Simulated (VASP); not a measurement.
Consider the following.

```yaml
crystal:
  lattice:
    - [1.25272, 0.72326, 3.40078]
    - [-1.25272, 0.72326, 3.40078]
    - [0.00000, -1.44652, 3.40078]
  atoms:
    - { symbol: B, position: [0.99961, 0.99961, 0.99961] }
    - { symbol: N, position: [0.33282, 0.33282, 0.33282] }
```

All values below come from PBEsol GGA, VASP's PBE PAW potentials (set 64) (plane waves; VASP 6.6.1). Numerical set-up: 520 eV cut-off, Gaussian smearing of 0.050 eV, potentials B N.

Give the energies of bands 2 to 6 at the high-symmetry points, in eV from the valence-band maximum.

| band | Γ | T | H2 | L | S0 | F |
|---|---|---|---|---|---|---|
| 2 | -4.28 | -6.21 | -8.01 | -8.98 | -8.00 | -8.86 |
| 3 | -1.32 | -1.34 | -6.91 | -4.11 | -7.08 | -4.17 |
| 4 | -1.32 | -1.34 | -0.42 | -0.67 | -0.16 | -1.23 |
| 5 | 4.87 | 9.81 | 4.69 | 5.14 | 4.52 | 4.13 |
| 6 | 11.55 | 11.48 | 12.16 | 9.75 | 12.08 | 9.76 |

The gap is indirect, 4.13 eV, from the valence maximum at Γ-S0 at 0.91 to the conduction minimum at F.

The structure comes from a computed database's BN entry (R3m); how it stands against other phases isn't given here. It was relaxed first.
